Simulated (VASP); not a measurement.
Input for VASP

**KPOINTS**
```
Automatic mesh
0
Gamma
7 7 7
0 0 0
```

INCAR:
```
LWAVE = .FALSE.
ALGO = Normal   # blocked Davidson
SIGMA = 0.05
SYSTEM = CdS
LMAXMIX = 4
EDIFFG = -0.01   # ionic stop
NSW = 60
GGA = PE
IBRION = 2   # conjugate gradients
ISIF = 3
LASPH = .TRUE.   # aspherical one-centre terms
LCHARG = .FALSE.
PREC = Accurate
ENCUT = 480   # plane-wave cut-off (eV)
EDIFF = 1E-6   # SCF stop (eV)
LREAL = .FALSE.   # projection in real space or not
ISMEAR = 0
NELM = 100
```

**POSCAR**
```
CdS
1
    0.0000000000     2.9676447403     2.9676447403
    2.9676447403     0.0000000000     2.9676447403
    2.9676447403     2.9676447403     0.0000000000
Cd S
1 1
Direct
  0.0000000000   0.0000000000   0.0000000000
  0.2500000000   0.2500000000   0.2500000000
```

POTCAR, in this order: Cd S (PBE.64 set). Program: vasp_std.

Problem. Translate this PBE calculation to Quantum ESPRESSO's pw.x.

Solution. One equivalent input (not run):
```
&CONTROL
  calculation = 'vc-relax'
  pseudo_dir = './pseudo'
  outdir = './out'
  tprnfor = .true.
  tstress = .true.
  nstep = 60
  forc_conv_thr = 0.00039
/
&SYSTEM
  ibrav = 0
  nat = 2
  ntyp = 2
  ecutwfc = 102
  occupations = 'smearing'
  smearing = 'gaussian'
  degauss = 0.003675
  input_dft = 'pbe'
/
&ELECTRONS
  conv_thr = 7.3e-08
  electron_maxstep = 100
/
&IONS
/
&CELL
/
ATOMIC_SPECIES
  Cd 112.414 Cd.upf
  S 32.060 S.upf
CELL_PARAMETERS angstrom
     0.0000000    2.9676447    2.9676447
     2.9676447    0.0000000    2.9676447
     2.9676447    2.9676447    0.0000000
ATOMIC_POSITIONS crystal
  Cd   0.0000000  0.0000000  0.0000000
  S    0.2500000  0.2500000  0.2500000
K_POINTS automatic
  7 7 7 0 0 0
```
The two are equivalent in intent, not identical: the potentials are each code's own (VASP's PAW set, PseudoDojo norm-conserving files in pw.x), so ENCUT and ecutwfc are chosen apart and not converted; conv_thr bounds pw.x's estimated SCF error, while EDIFF bounds the energy change between steps; forc_conv_thr acts on force components and is met together with etot_conv_thr.

The structure comes from a computed database's CdS entry (F-43m); how it stands against other phases isn't given here. It was relaxed first. The start is the result of an earlier pass.
